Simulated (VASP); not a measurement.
A convergence study with VASP on Ho (hcp): one setting is varied, all else stays as given below, so the limit is that of these other settings.

```xyz
2
Lattice="1.7900 -3.1004 0.0000 1.7900 3.1004 0.0000 0.0000 0.0000 5.6200" Properties=species:S:1:pos:R:3 pbc="T T T"
Ho     1.7900     1.0335     1.4050
Ho     1.7900    -1.0335     4.2150
```

Level of theory: PBE GGA, VASP's PBE PAW potentials (set 64) (plane waves; VASP). The tightest run used: 550 eV cut-off, 21×21×11 Γ-centred mesh, tetrahedra with Blöchl corrections, potentials Ho_3.

The 4f electrons are frozen in the core of the lanthanide potential, so 4f levels, which can set the real gap, and their magnetism are missing.

| setting | E (eV/atom) | pressure (GPa) | irreducible k-points |
|---|---|---|---|
| 3×3×2 mesh | -4.4903 | -0.86 | 6 |
| 4×4×2 mesh | -4.5055 | 0.79 | 8 |
| 5×5×3 mesh | -4.4911 | 0.44 | 10 |
| 6×6×3 mesh | -4.5257 | -0.22 | 14 |
| 7×7×4 mesh | -4.5160 | 0.43 | 24 |
| 8×8×4 mesh | -4.5138 | 0.42 | 30 |
| 9×9×5 mesh | -4.5116 | 0.14 | 36 |
| 10×10×5 mesh | -4.5107 | 0.12 | 42 |
| 11×11×6 mesh | -4.5137 | 0.33 | 64 |

Question: These are the cheaper rows. Estimate the results at 21×21×11 mesh, and how far the last row shown lies from them.

Answer: 
| quantity | tightest run | last row shown is off by |
|---|---|---|
| E (eV/atom) | -4.5129 | -0.0008 |
| pressure (GPa) | 0.30 | 0.03 |

Left out are rungs that failed or repeat a setting and relaxations that didn't move; long series are thinned to 24 rows.

The compound is Ho in the hcp structure. The cell was not relaxed at this level.
